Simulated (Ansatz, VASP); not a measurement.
**Tl2S: VASP beside Ansatz**

Wanted: the spread between two codes on one cell, functional and k mesh. The cell is generated by rule, not measured, and may not be a known phase. The cell is taken from a series of runs on this material, whose earlier steps may have relaxed, scaled, displaced or heated it; both programs get it as it stands.

Method: plane waves, with VASP 6.6.1 beside it; PBEsol, in Ansatz 0.2.0.

The structure was built from a prototype and need not be the compound's stable phase.

## Step 1: Starting point

The structure is cubic, space group Pn-3m (No. 224). Conventional cell: a = 6.637 Å, b = 6.637 Å, c = 6.637 Å, α = 90.00°, β = 90.00°, γ = 90.00°. Nearest to S lie 4 Tl at 2.87 Å. Nearest to Tl lie 2 S at 2.87 Å. Farther neighbours and most contacts between anions are not listed.

Structure file:

```xyz
6
Lattice="6.6368 0.0000 0.0000 0.0000 6.6368 0.0000 0.0000 0.0000 6.6368" Properties=species:S:1:pos:R:3 pbc="T T T"
S     0.0000    0.0000    0.0000
S     3.3184    3.3184    3.3184
Tl    1.6592    1.6592    1.6592
Tl    4.9776    4.9776    1.6592
Tl    4.9776    1.6592    4.9776
Tl    1.6592    4.9776    4.9776
```

## Step 2: VASP: zone-centre phonons, PBEsol

Second derivatives magnify differences that forces hide, and they need a tight electronic threshold.

Lines of VASP's logs that name or quote its potential files are left out, and so is its time.

The input, INCAR:

```
SYSTEM = Tl2S
PREC = Accurate
ENCUT = 500
EDIFF = 1E-08
NELM = 120
ISMEAR = 1
SIGMA = 0.2
LREAL = .FALSE.
ALGO = Normal
GGA = PS
NBANDS = 39
LORBIT = 11
LWAVE = .FALSE.
LCHARG = .FALSE.
ISIF = 2
IBRION = 8
LASPH = .TRUE.
GGA_COMPAT = .FALSE.
KPAR = 2
```

The input, POSCAR:

```
Tl2S
1.0
    6.6368285313      0.0000000000      0.0000000000
    0.0000000000      6.6368285313      0.0000000000
    0.0000000000      0.0000000000      6.6368285313
S Tl
2 4
Direct
    0.0000000000      0.0000000000      0.0000000000
    0.5000000000      0.5000000000      0.5000000000
    0.2500000000      0.2500000000      0.2500000000
    0.7500000000      0.7500000000      0.2500000000
    0.7500000000      0.2500000000      0.7500000000
    0.2500000000      0.7500000000      0.7500000000
```

The input, KPOINTS:

```
Automatic mesh
0
Gamma
6 6 6
0 0 0
```

The projector-augmented-wave data sets are S and Tl_d (PBE family, release 64).

Run with:

```
mpirun -np 2 vasp_std
```

Numbers of over 12 decimals in the logs are rounded to 6 here.

What it wrote:

```text
[banner, memory and clock lines left out]
running    2 mpi-ranks, on    1 nodes
 distrk:  each k-point on    1 cores,    2 groups
 distr:  one band on    1 cores,    1 groups

 POSCAR found type information on POSCAR S Tl
 POSCAR found :  2 types and       6 ions
|                                                                             |
|               ----> ADVICE to this user running VASP <----                  |
|                                                                             |
|     You enforced a specific xc type in the INCAR file but a different       |
|     [... a line on the potential file left out ...]
|     I HOPE YOU KNOW WHAT YOU ARE DOING!                                     |
|                                                                             |

 LDA part: xc-table for (Slater+PW92), standard interpolation
 POSCAR, INCAR and KPOINTS ok, starting setup
 FFT: planning ... GRIDC
 FFT: planning ... GRID_SOFT
 FFT: planning ... GRID
 WAVECAR not read
 entering main loop
       N       E                     dE             d eps       ncg     rms          rms(c)
DAV:   1     0.344228703612E+03    0.34423E+03   -0.29074E+04  1568   0.134E+03
DAV:   2     0.411416584356E+01   -0.34011E+03   -0.32570E+03  1722   0.284E+02
DAV:   3    -0.201292199875E+02   -0.24243E+02   -0.23333E+02  1892   0.535E+01
DAV:   4    -0.206185711044E+02   -0.48935E+00   -0.48676E+00  1763   0.755E+00
DAV:   5    -0.206319535351E+02   -0.13382E-01   -0.13380E-01  2125   0.124E+00    0.919E+00
DAV:   6    -0.174608460362E+02    0.31711E+01   -0.73077E+00  1720   0.894E+00    0.658E+00
DAV:   7    -0.174376259579E+02    0.23220E-01   -0.16199E+00  1752   0.344E+00    0.287E+00
DAV:   8    -0.174416489319E+02   -0.40230E-02   -0.41817E-01  1707   0.249E+00    0.153E+00
DAV:   9    -0.173986428384E+02    0.43006E-01   -0.27813E-01  1718   0.216E+00    0.107E+00
DAV:  10    -0.173892870056E+02    0.93558E-02   -0.39810E-02  1676   0.901E-01    0.292E-01
DAV:  11    -0.174494283392E+02   -0.60141E-01   -0.13834E-01  1772   0.152E+00    0.153E+00
DAV:  12    -0.173919962621E+02    0.57432E-01   -0.15503E-01  1757   0.150E+00    0.261E-01
DAV:  13    -0.173930700773E+02   -0.10738E-02   -0.11572E-02  1673   0.310E-01    0.142E-01
DAV:  14    -0.173927340261E+02    0.33605E-03   -0.58415E-04  1874   0.728E-02    0.933E-02
DAV:  15    -0.173924578943E+02    0.27613E-03   -0.34689E-04  2011   0.620E-02    0.403E-02
DAV:  16    -0.173923980584E+02    0.59836E-04   -0.23033E-04  1881   0.465E-02    0.948E-03
DAV:  17    -0.173924015979E+02   -0.35394E-05   -0.16711E-05  1735   0.127E-02    0.123E-02
DAV:  18    -0.173923981989E+02    0.33989E-05   -0.85111E-06  1824   0.111E-02    0.176E-03
DAV:  19    -0.173923986029E+02   -0.40400E-06   -0.24392E-06  1701   0.464E-03    0.352E-03
DAV:  20    -0.173923983957E+02    0.20718E-06   -0.15906E-07  1638   0.137E-03    0.201E-03
DAV:  21    -0.173923983010E+02    0.94724E-07   -0.17738E-07  1541   0.119E-03    0.860E-04
DAV:  22    -0.173923983202E+02   -0.19138E-07   -0.12543E-08  1055   0.446E-04    0.650E-04
DAV:  23    -0.173923983335E+02   -0.13298E-07   -0.47359E-09   941   0.262E-04    0.437E-04
DAV:  24    -0.173923983336E+02   -0.19190E-09   -0.18046E-09   864   0.129E-04
   1 F= -.17392398E+02 E0= -.17401527E+02  d E =0.273870E-01
 Linear response reoptimize wavefunctions to high precision
DAV:   1    -0.173923983317E+02    0.19090E-08   -0.11193E-09   892   0.926E-05
DAV:   2    -0.173923983316E+02    0.15098E-09   -0.34615E-10   843   0.510E-05
DAV:   3    -0.173923983317E+02   -0.13642E-09   -0.85869E-11   822   0.231E-05
 Linear response DOF=           2
 Linear response progress:
  Degree of freedom:   1/  2
       N       E                     dE             d eps       ncg     rms          rms(c)
RMM:   1    -0.116406913381E+00   -0.11641E+00    0.20730E-02  8980   0.104E+00
RMM:   2    -0.112946191311E+00    0.34607E-02   -0.73186E-03  6118   0.220E-01    0.116E-01
RMM:   3    -0.113332761912E+00   -0.38657E-03   -0.53269E-04  6230   0.582E-02    0.650E-02
RMM:   4    -0.113647422738E+00   -0.31466E-03   -0.27463E-04  6582   0.371E-02    0.150E-02
RMM:   5    -0.113593343977E+00    0.54079E-04   -0.27506E-05  6544   0.134E-02    0.719E-03
RMM:   6    -0.113606393074E+00   -0.13049E-04   -0.27631E-06  6800   0.305E-03    0.483E-03
RMM:   7    -0.113626473286E+00   -0.20080E-04   -0.10479E-06  6418   0.267E-03    0.128E-03
RMM:   8    -0.113630045734E+00   -0.35724E-05   -0.10040E-07  6611   0.883E-04    0.459E-04
RMM:   9    -0.113628520078E+00    0.15257E-05    0.14111E-07  6454   0.455E-04    0.144E-04
RMM:  10    -0.113629057454E+00   -0.53738E-06   -0.22878E-08  6844   0.155E-04    0.664E-05
RMM:  11    -0.113629220793E+00   -0.16334E-06    0.52782E-07  6851   0.797E-05    0.306E-05
RMM:  12    -0.113629034116E+00    0.18668E-06    0.20118E-07  6512   0.497E-05    0.217E-05
RMM:  13    -0.113629064023E+00   -0.29908E-07    0.61290E-08  6772   0.362E-05    0.486E-06
RMM:  14    -0.113629083494E+00   -0.19471E-07    0.12327E-07  6368   0.225E-05    0.327E-06
RMM:  15    -0.113629054031E+00    0.29462E-07    0.17647E-07  5131   0.192E-05    0.134E-06
RMM:  16    -0.113629052818E+00    0.12133E-08    0.52720E-08  3965   0.175E-05    0.263E-07
 first order change of Fermi-energy   0.16380E-02
 force on displaced ion       1 direction 1 :   0.736   0.000  -0.000
 Linear response progress:
  Degree of freedom:   2/  2
       N       E                     dE             d eps       ncg     rms          rms(c)
RMM:   1    -0.346715693734E+00   -0.34672E+00   -0.24556E-01  8998   0.281E+00
RMM:   2    -0.347872614895E+00   -0.11569E-02   -0.39299E-03  8056   0.358E-01    0.685E-02
RMM:   3    -0.347866567055E+00    0.60478E-05   -0.32254E-04  8650   0.684E-02    0.410E-02
RMM:   4    -0.347848828348E+00    0.17739E-04   -0.51800E-05  8830   0.261E-02    0.213E-02
RMM:   5    -0.347847695632E+00    0.11327E-05   -0.86959E-06  9062   0.853E-03    0.856E-03
RMM:   6    -0.347852995655E+00   -0.53000E-05   -0.17906E-06  8800   0.385E-03    0.118E-03
RMM:   7    -0.347858776616E+00   -0.57810E-05   -0.35651E-07  9028   0.100E-03    0.604E-04
RMM:   8    -0.347863990005E+00   -0.52134E-05   -0.12430E-07  8791   0.775E-04    0.242E-04
RMM:   9    -0.347863793215E+00    0.19679E-06   -0.20461E-08  9156   0.194E-04    0.970E-05
RMM:  10    -0.347863900345E+00   -0.10713E-06   -0.11161E-08  8914   0.146E-04    0.340E-05
RMM:  11    -0.347863974686E+00   -0.74340E-07    0.60706E-09  9010   0.460E-05    0.144E-05
RMM:  12    -0.347863989806E+00   -0.15121E-07    0.20330E-10  9145   0.291E-05    0.431E-06
RMM:  13    -0.347863985184E+00    0.46222E-08    0.82879E-09  8299   0.175E-05    0.290E-06
 first order change of Fermi-energy  -0.23000E-03
 force on displaced ion       3 direction 1 :   0.295  -0.715  -0.715
 Linear response finished
```

Parts of OUTCAR (step 2):

```text
ion  position               nearest neighbor table
   1  0.000  0.000  0.000-   3 2.87   4 2.87   5 2.87   6 2.87
   2  0.500  0.500  0.500-   3 2.87   4 2.87   5 2.87   6 2.87
   3  0.250  0.250  0.250-   1 2.87   2 2.87
   4  0.750  0.750  0.250-   1 2.87   2 2.87
   5  0.750  0.250  0.750-   1 2.87   2 2.87
   6  0.250  0.750  0.750-   1 2.87   2 2.87

  LATTYP: Found a simple cubic cell.
 ALAT       =     6.6368285313

 Subroutine GETGRP returns: Found 48 space group operations
 (whereof 24 operations were pure point group operations)

The static configuration has the point symmetry T_d .
 The point group associated with its full space group is O_h .

 Found     20 irreducible k-points:

   k-points           NKPTS =     20   k-points in BZ     NKDIM =     20   number of bands    NBANDS=     39

   dimension x,y,z NGX =    48 NGY =   48 NGZ =   48
   dimension x,y,z NGXF=    96 NGYF=   96 NGZF=   96

   ENCUT  =  500.0 eV  36.75 Ry    6.06 a.u.  12.10 12.10 12.10*2*pi/ulx,y,z

   NELECT =      64.0000    total number of electrons

 k-points in reciprocal lattice and weights: Automatic mesh
   0.00000000  0.00000000  0.00000000       0.005
   0.16666667  0.00000000  0.00000000       0.028
   0.33333333  0.00000000  0.00000000       0.028
   0.50000000  0.00000000  0.00000000       0.014
   0.16666667  0.16666667  0.00000000       0.056
   0.33333333  0.16666667  0.00000000       0.111
   0.50000000  0.16666667  0.00000000       0.056
   0.33333333  0.33333333  0.00000000       0.056
   0.50000000  0.33333333  0.00000000       0.056
[...]
0.50000000  0.50000000  0.33333333       0.028
   0.50000000  0.50000000  0.50000000       0.005

 average (electrostatic) potential at core
       1 -89.1015       2 -89.1015       3 -87.8220       4 -87.8220       5 -87.8220
       6 -87.8220

  Total       -0.0550170     -0.0550170     -0.0550170      0.0000000     -0.0000000      0.0000000
  in kB       -0.3015266     -0.3015266     -0.3015266      0.0000000     -0.0000000      0.0000000
  external PRESSURE =      -0.3015266 kB  Pullay stress =       0.0000000 kB

  energy-cutoff  :      500.00
  volume of cell :      292.34
      direct lattice vectors                 reciprocal lattice vectors
     6.636828531  0.000000000  0.000000000     0.150674376  0.000000000  0.000000000
     0.000000000  6.636828531  0.000000000     0.000000000  0.150674376  0.000000000
     0.000000000  0.000000000  6.636828531     0.000000000  0.000000000  0.150674376

 POSITION                                       TOTAL-FORCE (eV/Angst)
 -----------------------------------------------------------------------------------
      0.00000      0.00000      0.00000        -0.000000      0.000000      0.000000
      3.31841      3.31841      3.31841        -0.000000      0.000000      0.000000
      1.65921      1.65921      1.65921         0.000000     -0.000000     -0.000000
      4.97762      4.97762      1.65921        -0.000000      0.000000     -0.000000
      4.97762      1.65921      4.97762         0.000000      0.000000     -0.000000
      1.65921      4.97762      4.97762         0.000000     -0.000000      0.000000
 -----------------------------------------------------------------------------------
    total drift:                               -0.000000     -0.000000      0.000000

 Eigenvectors and eigenvalues of the dynamical matrix
 ----------------------------------------------------

   1 f  =    2.500977 THz    15.714101 2PiTHz   83.423606 cm-1    10.343204 meV
             X         Y         Z           dx          dy          dz
      0.000000  0.000000  0.000000    -0.108904   -0.649096   -0.258484
      3.318414  3.318414  3.318414     0.108904    0.649096    0.258484
      1.659207  1.659207  1.659207     0.000000    0.000000    0.000000
      4.977621  4.977621  1.659207    -0.000000   -0.000000    0.000000
      4.977621  1.659207  4.977621    -0.000000    0.000000   -0.000000
      1.659207  4.977621  4.977621     0.000000   -0.000000   -0.000000

   2 f  =    2.500977 THz    15.714101 2PiTHz   83.423606 cm-1    10.343204 meV
             X         Y         Z           dx          dy          dz
      0.000000  0.000000  0.000000    -0.688584    0.055427    0.150928
      3.318414  3.318414  3.318414     0.688584   -0.055427   -0.150928
      1.659207  1.659207  1.659207    -0.000000   -0.000000   -0.000000
      4.977621  4.977621  1.659207     0.000000    0.000000   -0.000000
      4.977621  1.659207  4.977621     0.000000   -0.000000    0.000000
      1.659207  4.977621  4.977621    -0.000000    0.000000    0.000000

   3 f  =    2.500977 THz    15.714101 2PiTHz   83.423606 cm-1    10.343204 meV
             X         Y         Z           dx          dy          dz
      0.000000  0.000000  0.000000    -0.118285    0.274959   -0.640630
      3.318414  3.318414  3.318414     0.118285   -0.274959    0.640630
      1.659207  1.659207  1.659207     0.000000    0.000000    0.000000
      4.977621  4.977621  1.659207     0.000000   -0.000000    0.000000
      4.977621  1.659207  4.977621    -0.000000    0.000000   -0.000000
      1.659207  4.977621  4.977621     0.000000    0.000000    0.000000

   4 f  =    2.478666 THz    15.573915 2PiTHz   82.679384 cm-1    10.250933 meV
             X         Y         Z           dx          dy          dz
      0.000000  0.000000  0.000000     0.000000   -0.000000   -0.000000
      3.318414  3.318414  3.318414    -0.000000    0.000000    0.000000
      1.659207  1.659207  1.659207    -0.288675   -0.288675   -0.288675
      4.977621  4.977621  1.659207     0.288675    0.288675   -0.288675
      4.977621  1.659207  4.977621     0.288675   -0.288675    0.288675
      1.659207  4.977621  4.977621    -0.288675    0.288675    0.288675

   5 f  =    0.426955 THz     2.682635 2PiTHz   14.241675 cm-1     1.765742 meV
             X         Y         Z           dx          dy          dz
      0.000000  0.000000  0.000000     0.008485   -0.011416   -0.000523
      3.318414  3.318414  3.318414     0.008485   -0.011416   -0.000523
      1.659207  1.659207  1.659207     0.294060   -0.194491    0.072931
      4.977621  4.977621  1.659207     0.268107   -0.220443   -0.072634
      4.977621  1.659207  4.977621    -0.272937    0.200989   -0.494066
      1.659207  4.977621  4.977621    -0.298890    0.226942    0.494363

   6 f  =    0.426955 THz     2.682635 2PiTHz   14.241675 cm-1     1.765742 meV
             X         Y         Z           dx          dy          dz
      0.000000  0.000000  0.000000     0.011259    0.008239    0.002820
      3.318414  3.318414  3.318414     0.011259    0.008239    0.002820
      1.659207  1.659207  1.659207    -0.277833   -0.351959   -0.485007
      4.977621  4.977621  1.659207    -0.137796   -0.211921    0.483402
      4.977621  1.659207  4.977621     0.131387    0.347269   -0.075788
      1.659207  4.977621  4.977621     0.271424    0.207231    0.074183

   7 f  =    0.426955 THz     2.682635 2PiTHz   14.241675 cm-1     1.765742 meV
             X         Y         Z           dx          dy          dz
      0.000000  0.000000  0.000000     0.001959    0.002094   -0.013942
      3.318414  3.318414  3.318414     0.001959    0.002094   -0.013942
      1.659207  1.659207  1.659207     0.293660    0.296980   -0.096683
      4.977621  4.977621  1.659207    -0.398785   -0.395465    0.104620
      4.977621  1.659207  4.977621     0.397670   -0.298172    0.007327
      1.659207  4.977621  4.977621    -0.294775    0.394273    0.000610

   8 f/i=    0.000989 THz     0.006216 2PiTHz    0.033002 cm-1     0.004092 meV
             X         Y         Z           dx          dy          dz
      0.000000  0.000000  0.000000     0.013762   -0.003700   -0.190246
      3.318414  3.318414  3.318414     0.013762   -0.003700   -0.190246
      1.659207  1.659207  1.659207     0.035583   -0.008561   -0.480156
      4.977621  4.977621  1.659207     0.033911   -0.010233   -0.480067
      4.977621  1.659207  4.977621     0.035551   -0.010112   -0.480188
      1.659207  4.977621  4.977621     0.033878   -0.008440   -0.480035

   9 f/i=    0.000989 THz     0.006216 2PiTHz    0.033002 cm-1     0.004092 meV
             X         Y         Z           dx          dy          dz
      0.000000  0.000000  0.000000     0.118904    0.149083    0.005702
      3.318414  3.318414  3.318414     0.118904    0.149083    0.005702
      1.659207  1.659207  1.659207     0.299391    0.375685    0.013212
      4.977621  4.977621  1.659207     0.299441    0.375735    0.015568
      4.977621  1.659207  4.977621     0.300701    0.376780    0.014523
      1.659207  4.977621  4.977621     0.300751    0.376730    0.014257

  10 f/i=    0.000989 THz     0.006216 2PiTHz    0.033002 cm-1     0.004092 meV
             X         Y         Z           dx          dy          dz
      0.000000  0.000000  0.000000     0.148556   -0.118983    0.013060
      3.318414  3.318414  3.318414     0.148556   -0.118983    0.013060
      1.659207  1.659207  1.659207     0.375368   -0.300981    0.032829
      4.977621  4.977621  1.659207     0.375482   -0.300866    0.033089
      4.977621  1.659207  4.977621     0.374322   -0.299560    0.031784
      1.659207  4.977621  4.977621     0.374437   -0.299675    0.034135

  11 f/i=    0.868083 THz     5.454325 2PiTHz   28.956122 cm-1     3.590100 meV
             X         Y         Z           dx          dy          dz
      0.000000  0.000000  0.000000     0.000000    0.000000   -0.000000
      3.318414  3.318414  3.318414    -0.000000    0.000000   -0.000000
      1.659207  1.659207  1.659207     0.365431   -0.340338   -0.025093
      4.977621  4.977621  1.659207    -0.365431    0.340338   -0.025093
      4.977621  1.659207  4.977621    -0.365431   -0.340338    0.025093
      1.659207  4.977621  4.977621     0.365431    0.340338    0.025093

  12 f/i=    0.868083 THz     5.454325 2PiTHz   28.956122 cm-1     3.590100 meV
             X         Y         Z           dx          dy          dz
      0.000000  0.000000  0.000000     0.000000    0.000000   -0.000000
      3.318414  3.318414  3.318414     0.000000    0.000000   -0.000000
      1.659207  1.659207  1.659207    -0.182007   -0.225469    0.407476
      4.977621  4.977621  1.659207     0.182007    0.225469    0.407476
      4.977621  1.659207  4.977621     0.182007   -0.225469   -0.407476
      1.659207  4.977621  4.977621    -0.182007    0.225469   -0.407476

  13 f/i=    1.326110 THz     8.332194 2PiTHz   44.234261 cm-1     5.484347 meV
             X         Y         Z           dx          dy          dz
      0.000000  0.000000  0.000000     0.000000   -0.000000   -0.000000
      3.318414  3.318414  3.318414     0.000000    0.000000   -0.000000
      1.659207  1.659207  1.659207     0.293090   -0.253603   -0.039487
      4.977621  4.977621  1.659207     0.243605   -0.204118    0.039487
      4.977621  1.659207  4.977621    -0.243605    0.253603    0.497209
      1.659207  4.977621  4.977621    -0.293090    0.204118   -0.497209
    [... 43 further lines ...]
      4.977621  1.659207  4.977621    -0.031171   -0.134227   -0.015188
      1.659207  4.977621  4.977621    -0.032197   -0.133201   -0.002956

 ELASTIC MODULI CONTR FROM IONIC RELAXATION (kBar)
 Direction    XX          YY          ZZ          XY          YZ          ZX
 --------------------------------------------------------------------------------
 XX          -0.0000      0.0000      0.0000     -0.0000      0.0000     -0.0000
 YY           0.0000     -0.0000     -0.0000     -0.0000     -0.0000      0.0000
 ZZ           0.0000     -0.0000     -0.0000      0.0000     -0.0000     -0.0000
 XY          -0.0000     -0.0000      0.0000    -65.6590      0.0000     -0.0000
 YZ           0.0000     -0.0000     -0.0000      0.0000    -65.6590      0.0000
 ZX          -0.0000      0.0000     -0.0000     -0.0000      0.0000    -65.6590
 --------------------------------------------------------------------------------
```

The k-mesh is coarse for a metal.

(Part 1 of 2 ends here.)

[Lines on the potential files, build, host, timing and source positions are cut from VASP's logs without a mark.]

[Logs are printed without paths, hosts, clocks, repeated set-up lines and the standing remarks that a program may print on its own settings, such as how far it seeks lower states.]

[Hosts, paths, dates, database ids (printed as entryN), source tags and the programs' standing remarks are cut or masked in the printed files.]
